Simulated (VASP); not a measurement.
Crystal: Mg2CdO3.

```xyz
6
Lattice="5.1202 0.0000 0.0000 -2.5601 4.4342 0.0000 0.0000 0.0000 3.8575" Properties=species:S:1:pos:R:3 pbc="T T T"
Mg    0.0000    2.9562    0.0000
Mg    2.5601    1.4781    0.0000
Cd    0.0000    0.0000    1.9288
O     2.5601    0.0000    0.0000
O    -1.2801    2.2171    0.0000
O     1.2801    2.2171    0.0000
```

The cell was built by a generator and needn't be a form met in nature.

```yaml
Program: VASP 6.6.1
Task: relaxation of cell and atoms
Functional: PBE
Potentials_or_basis: VASP PAW PBE potentials, release 64 (Mg, Cd, O)
Cutoff: 520 eV
k_mesh: 3 × 3 × 4
Occupations: gaussian, width 0.15 eV
Spin: no spin polarisation
```

At the start: pressure 94.3 GPa; volume 14.60 Å³/atom.

Where does the relaxation end?

Over 13 steps the energy falls by 2411.4 meV/atom and the volume is 17.10 Å³/atom (+17.2 %); space group P6/mmm (No. 191, to 0.05 Å).

Step by step:
```tsv
step	energy change (eV)	largest force (eV/Å)	pressure (GPa)	volume (Å³)
1	0.0000	0.0000	94.30	87.58
2	5.5591	0.0000	-36.06	226.78
3	-13.4890	0.0000	-9.65	142.33
4	-13.9286	0.0000	-5.38	135.04
5	-14.0284	0.0000	-1.21	129.51
6	-14.0277	0.0000	-1.89	130.43
7	-14.1028	0.0000	-1.76	127.33
8	-14.2970	0.0000	-1.29	118.05
9	-14.4529	0.0000	1.92	99.56
10	-14.4625	0.0000	0.75	103.55
11	-14.4631	0.0000	1.20	102.12
12	-14.4144	0.0000	-3.34	104.14
13	-14.4686	0.0000	0.18	102.63
```

Final structure:
```
CELL_PARAMETERS angstrom
6.31293 0.00000 0.00000
-3.15646 5.46715 0.00000
0.00000 0.00000 2.97347
ATOMIC_POSITIONS crystal
Mg 0.33333 0.66667 0.00000
Mg 0.66667 0.33333 0.00000
Cd 0.00000 0.00000 0.50000
O 0.50000 0.00000 0.00000
O 0.00000 0.50000 0.00000
O 0.50000 0.50000 0.00000
```

Caveat: the k mesh is coarse (spacing up to 0.47 Å⁻¹), so the values aren't converged; the volume moved by over 15 % at a fixed basis, so the end points are rough.
